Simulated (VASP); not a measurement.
Input for VASP

### INCAR
```
! general
SYSTEM  = GeMo3
PREC    = Accurate
ENCUT   = 300   ! plane-wave cut-off (eV)
LREAL   = .FALSE.   ! projection in real space or not
LASPH   = .TRUE.

! electronic loop
EDIFF   = 1E-6
NELM    = 100
ALGO    = Normal   ! blocked Davidson
LMAXMIX = 4   ! l cut-off of mixed one-centre charges

! smearing
ISMEAR  = -1
SIGMA   = 0.1   ! width (eV)

! functional
GGA     = PS   ! PBEsol

! ions
ISIF    = 2   ! forces and stress, cell fixed

! output
LWAVE   = .FALSE.
LCHARG  = .FALSE.
```

KPOINTS:
```
Automatic
0
G
5 5 5
0 0 0
```

POSCAR:
```
GeMo3
1
    4.8999460000     0.0000000000     0.0000000000
    0.0000000000     4.8999460000     0.0000000000
    0.0000000000     0.0000000000     4.8999460000
Ge Mo
2 6
Direct
  0.0000000000   0.0000000000   0.0000000000
  0.5000000000   0.5000000000   0.5000000000
  0.2500000000   0.0000000000   0.5000000000
  0.7500000000   0.0000000000   0.5000000000
  0.5000000000   0.7500000000   0.0000000000
  0.5000000000   0.2500000000   0.0000000000
  0.0000000000   0.5000000000   0.7500000000
  0.0000000000   0.5000000000   0.2500000000
```

POTCAR, in this order: Ge_d Mo_sv (PBE.64 set). Program: vasp_std.

**Question.** Translate this PBEsol calculation to Ansatz.

**Answer.** One equivalent input (not run):
Ansatz 0.2 input:
```yaml
crystal:
  lattice:
    - [4.8999460, 0.0000000, 0.0000000]
    - [0.0000000, 4.8999460, 0.0000000]
    - [0.0000000, 0.0000000, 4.8999460]
  atoms:
    - { symbol: Ge, position: [0.0000000, 0.0000000, 0.0000000] }
    - { symbol: Ge, position: [0.5000000, 0.5000000, 0.5000000] }
    - { symbol: Mo, position: [0.2500000, 0.0000000, 0.5000000] }
    - { symbol: Mo, position: [0.7500000, 0.0000000, 0.5000000] }
    - { symbol: Mo, position: [0.5000000, 0.7500000, 0.0000000] }
    - { symbol: Mo, position: [0.5000000, 0.2500000, 0.0000000] }
    - { symbol: Mo, position: [0.0000000, 0.5000000, 0.7500000] }
    - { symbol: Mo, position: [0.0000000, 0.5000000, 0.2500000] }
kpoints:
  mp_grid: { grid: [5, 5, 5] }
hamiltonian:
  xc: pbesol
  pseudopotentials: { kind: paw }
scf:
  occupations: { method: fermi_dirac, width: 0.1 }
  max_iter: 100
output: { forces: true, stress: true, eigenvalues: true }
```
The two are equivalent in intent, not identical: each code has its own PAW files, so the cut-off isn't converted (ENCUT is set for VASP's; basis.ecutwfc is left out, and Ansatz then takes the one that its files recommend); Ansatz stops its SCF on the density residual and VASP on the energy change (EDIFF).

The structure comes from a computed database's GeMo3 entry (Pm-3n); how it stands against other phases isn't given here. The cell was not relaxed at this level.
